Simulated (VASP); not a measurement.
Calculation: PBE GGA with D3 dispersion (Becke-Johnson damping), VASP's PBE PAW potentials (set 64) (plane waves; VASP).

A VASP calculation is set up with these files.

### POSCAR
```
SiC
4.3043080
  0.0000000000   0.5000000421   0.5000000421
  0.5000000421   0.0000000000   0.5000000421
  0.5000000421   0.5000000421   0.0000000000
Si C
1 1
direct
  0.0000000000   0.0000000000   0.0000000000
  0.2500000000   0.2500000000   0.2500000000
```

File KPOINTS:
```
Automatic
0
gamma
  10 10 10
0 0 0
```

### INCAR
```
SYSTEM=SiC
PREC=Accurate; ENCUT=520; LREAL=.FALSE.
LASPH=.TRUE.
EDIFF=1E-7; NELM=100; ALGO=Normal
ISMEAR=0; SIGMA=0.05
GGA=PE; IVDW=12
ISIF=2
LWAVE=.FALSE.; LCHARG=.FALSE.
```

POTCAR, in this order: Si C (PBE.64 set). Program: vasp_std.

Output of the run:

OUTCAR:
```
 ion  position               nearest neighbor table
   1  0.000  0.000  0.000-   2 1.86   2 1.86   2 1.86   2 1.86
   2  0.250  0.250  0.250-   1 1.86   1 1.86   1 1.86   1 1.86
  LATTYP: Found a face centered cubic cell.
 ALAT       =     4.3043083624
 Subroutine PRICEL returns:
 Original cell was already a primitive cell.
 Subroutine GETGRP returns: Found 24 space group operations
The static configuration has the point symmetry T_d .
The dynamic configuration has the point symmetry T_d .
 Subroutine INISYM returns: Found 24 space group operations
 Subroutine IBZKPT returns following result:
 Found     47 irreducible k-points:

 Following reciprocal coordinates:
            Coordinates               Weight
  0.000000  0.000000  0.000000      1.000000
  0.100000  0.000000  0.000000      8.000000
  0.200000  0.000000  0.000000      8.000000
  0.300000  0.000000  0.000000      8.000000
  0.400000  0.000000  0.000000      8.000000
  0.500000  0.000000  0.000000      4.000000
  0.100000  0.100000  0.000000      6.000000
  0.200000  0.100000  0.000000     24.000000
  0.300000  0.100000  0.000000     24.000000
  0.400000  0.100000  0.000000     24.000000
  0.500000  0.100000  0.000000     24.000000
 -0.400000  0.100000  0.000000     24.000000
 -0.300000  0.100000  0.000000     24.000000
 -0.200000  0.100000  0.000000     24.000000
 -0.100000  0.100000  0.000000     12.000000
  0.200000  0.200000  0.000000      6.000000
  0.300000  0.200000  0.000000     24.000000
  0.400000  0.200000  0.000000     24.000000
  0.500000  0.200000  0.000000     24.000000
 -0.400000  0.200000  0.000000     24.000000
 -0.300000  0.200000  0.000000     24.000000
 -0.200000  0.200000  0.000000     12.000000
  0.300000  0.300000  0.000000      6.000000
  0.400000  0.300000  0.000000     24.000000
...
```

### OSZICAR
```
       N       E                     dE             d eps       ncg     rms          rms(c)
DAV:   1     0.334569797149E+01    0.33457E+01   -0.42883E+03   808   0.844E+02
DAV:   2    -0.166477356108E+02   -0.19993E+02   -0.19089E+02  1104   0.107E+02
DAV:   3    -0.169821053064E+02   -0.33437E+00   -0.33437E+00   808   0.164E+01
DAV:   4    -0.169832631381E+02   -0.11578E-02   -0.11578E-02  1256   0.103E+00
DAV:   5    -0.169832633927E+02   -0.25456E-06   -0.25456E-06   840   0.127E-02    0.921E+00
DAV:   6    -0.150956023362E+02    0.18877E+01   -0.76859E+00   800   0.160E+01    0.409E+00
DAV:   7    -0.150294405235E+02    0.66162E-01   -0.39577E-01  1176   0.441E+00    0.185E+00
DAV:   8    -0.150214109798E+02    0.80295E-02   -0.19339E-02   760   0.128E+00    0.159E-01
DAV:   9    -0.150216987101E+02   -0.28773E-03   -0.72147E-04  1168   0.238E-01    0.103E-01
DAV:  10    -0.150218020823E+02   -0.10337E-03   -0.18636E-04  1016   0.111E-01    0.220E-02
DAV:  11    -0.150218030800E+02   -0.99771E-06   -0.33848E-05   928   0.369E-02    0.523E-03
DAV:  12    -0.150218032919E+02   -0.21190E-06   -0.13119E-06   976   0.899E-03    0.134E-03
DAV:  13    -0.150218033590E+02   -0.67094E-07   -0.12289E-07   584   0.293E-03
   1 F= -.15646877E+02 E0= -.15646877E+02  d E =-.214973E-17
```

OUTCAR:
```
------------------------ aborting loop because EDIFF is reached ----------------------------------------
 Edisp (eV)   -0.62507
  FORCE on cell =-STRESS in cart. coord.  units (eV):
  Direction    XX          YY          ZZ          XY          YZ          ZX
  --------------------------------------------------------------------------------------
  Total       0.89096     0.89096     0.89096     0.00000    -0.00000     0.00000
  in kB      71.60090    71.60090    71.60090     0.00000    -0.00000     0.00000
  external pressure =       71.60 kB  Pullay stress =        0.00 kB
  volume of cell :       19.94
      direct lattice vectors                 reciprocal lattice vectors
     0.000000000  2.152154181  2.152154181    -0.232325362  0.232325362  0.232325362
     2.152154181  0.000000000  2.152154181     0.232325362 -0.232325362  0.232325362
     2.152154181  2.152154181  0.000000000     0.232325362  0.232325362 -0.232325362
  FREE ENERGIE OF THE ION-ELECTRON SYSTEM (eV)
  ---------------------------------------------------
  free  energy   TOTEN  =       -15.6468771478 eV

  energy  without entropy=      -15.6468771478  energy(sigma->0) =      -15.64687715
```
(Selected blocks of OUTCAR.)

**OUTCAR**
```
 val. band max:        8.5296739814   @ k =   0.0000   0.0000   0.0000

 cond. band min:       9.8510416407   @ k =   0.5000   0.5000   0.0000


 Fermi energy:         8.8094232796

 k-point     1 :       0.0000    0.0000    0.0000
  band No.  band energies     occupation
      1      -7.1686      2.00000
      2       8.5297      2.00000
      3       8.5297      2.00000
      4       8.5297      2.00000
      5      15.2013      0.00000
      6      16.1006      0.00000
      7      16.1006      0.00000
      8      16.1006      0.00000

 k-point     2 :       0.1000    0.0000    0.0000
  band No.  band energies     occupation
      1      -6.9673      2.00000
      2       7.5161      2.00000
      3       8.3952      2.00000
      4       8.3952      2.00000
      5      15.4016      0.00000
      6      16.3492      0.00000
      7      16.3492      0.00000
      8      16.4317      0.00000

 k-point     3 :       0.2000    0.0000    0.0000
  band No.  band energies     occupation
      1      -6.3722      2.00000
      2       5.3619      2.00000
      3       8.0863      2.00000
      4       8.0863      2.00000
      5      15.0678      0.00000
      6      16.6994      0.00000
      7      16.6994      0.00000
      8      17.6659      0.00000

 k-point     4 :       0.3000    0.0000    0.0000
  band No.  band energies     occupation
      1      -5.4182      2.00000
      2       2.9949      2.00000
      3       7.7679      2.00000
      4       7.7679      2.00000
      5      14.6588      0.00000
      6      16.5097      0.00000
      7      16.5097      0.00000
      8      18.5853      0.00000

 k-point     5 :       0.4000    0.0000    0.0000
  band No.  band energies     occupation
      1      -4.2308      2.00000
      2       0.8781      2.00000
      3       7.5475      2.00000
      4       7.5475      2.00000
      5      14.3931      0.00000
      6      16.0905      0.00000
      7      16.0905      0.00000
...
```

The compound is SiC in the zinc blende structure. This cell is one point of a volume scan, at 0.97 of the reference volume.
